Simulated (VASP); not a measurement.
Level of theory: PBE GGA, VASP's PBE PAW potentials (set 64) (plane waves; VASP 6.6.1).

The input files of a VASP run:

**POSCAR**
```
AlRu
3.1644560
  1.0000000000   0.0000000000   0.0000000000
  0.0000000000   1.0000000000   0.0000000000
  0.0000000000   0.0000000000   1.0000000000
Al Ru
1 1
Cart
  0.0000000000   0.0000000000   0.0000000000
  0.5000000000   0.5000000000   0.5000000000
```

### INCAR
```
# general
SYSTEM =AlRu
PREC   =Accurate
ENCUT  =300   # plane-wave cut-off (eV)
LREAL  =F   # projection in real space or not
LASPH  =T   # aspherical one-centre terms

# electronic loop
EDIFF  =1E-6   # SCF stop (eV)
NELM   =100   # most electronic steps
ALGO   =Normal   # blocked Davidson
LMAXMIX=4   # l cut-off of mixed one-centre charges

# smearing
ISMEAR =-1
SIGMA  =0.1   # width (eV)

# functional
GGA    =PE   # PBE

# ions
ISIF   =2

# output
LWAVE  =F
LCHARG =F
```

### KPOINTS
```
Automatic mesh
0
Gamma
10 10 10
0 0 0
```

POTCAR, in this order: Al Ru_pv (PBE.64 set). Program: vasp_std.

What VASP printed:

### OSZICAR
```
       N       E                     dE             d eps       ncg     rms          rms(c)
DAV:   1     0.532480181678E+02    0.53248E+02   -0.75915E+03  1716   0.832E+02
DAV:   2    -0.134493801296E+02   -0.66697E+02   -0.63774E+02  1472   0.237E+02
DAV:   3    -0.145178533468E+02   -0.10685E+01   -0.10536E+01  1584   0.303E+01
DAV:   4    -0.145279627632E+02   -0.10109E-01   -0.10106E-01  1600   0.286E+00
DAV:   5    -0.145281512973E+02   -0.18853E-03   -0.18853E-03  1600   0.323E-01    0.850E+00
DAV:   6    -0.140648424355E+02    0.46331E+00   -0.38432E+00  1412   0.210E+01    0.256E+00
DAV:   7    -0.139414706665E+02    0.12337E+00   -0.46538E-01  1416   0.754E+00    0.152E+00
DAV:   8    -0.139251037056E+02    0.16367E-01   -0.30855E-02  1424   0.176E+00    0.212E-01
DAV:   9    -0.139248880700E+02    0.21564E-03   -0.52972E-04  1532   0.217E-01    0.121E-01
DAV:  10    -0.139248725051E+02    0.15565E-04   -0.61125E-05  1572   0.101E-01    0.767E-03
DAV:  11    -0.139248711974E+02    0.13077E-05   -0.38839E-06  1444   0.228E-02    0.424E-03
DAV:  12    -0.139248704274E+02    0.77002E-06   -0.13661E-07   720   0.360E-03
   1 F= -.13924870E+02 E0= -.13893723E+02  d E =-.622956E-01
```

### OUTCAR
```
------------------------ aborting loop because EDIFF is reached ----------------------------------------
  FORCE on cell =-STRESS in cart. coord.  units (eV):
  Direction    XX          YY          ZZ          XY          YZ          ZX
  --------------------------------------------------------------------------------------
  Total       -4.4791205     -4.4791205     -4.4791205     -0.0000000      0.0000000     -0.0000000
  in kB     -226.4676337   -226.4676337   -226.4676337     -0.0000000      0.0000000     -0.0000000
  external PRESSURE =    -226.4676337 kB  Pullay stress =       0.0000000 kB
  volume of cell :       31.69
      direct lattice vectors                 reciprocal lattice vectors
     3.164456000  0.000000000  0.000000000     0.316010082  0.000000000  0.000000000
     0.000000000  3.164456000  0.000000000     0.000000000  0.316010082  0.000000000
     0.000000000  0.000000000  3.164456000     0.000000000  0.000000000  0.316010082
 POSITION                                       TOTAL-FORCE (eV/Angst)
 -----------------------------------------------------------------------------------
      0.00000      0.00000      0.00000         0.000000      0.000000      0.000000
      1.58223      1.58223      1.58223         0.000000      0.000000      0.000000
 -----------------------------------------------------------------------------------
    total drift:                                0.000000     -0.000000      0.000000
  FREE ENERGIE OF THE ION-ELECTRON SYSTEM (eV)
  ---------------------------------------------------
  free  energy   TOTEN  =       -13.9248704274 eV

  energy  without entropy=      -13.8625748401  energy(sigma->0) =      -13.89372263
```
(Selected blocks of OUTCAR.)

At this cut-off the stress carries a Pulay error, which pulls relaxed volumes low.

The structure was generated: AlRu was put into an ordered model structure, which need not be its known phase. The cell was not relaxed at this level. The electron count is odd and the run is not spin-polarised, which forces a metal.
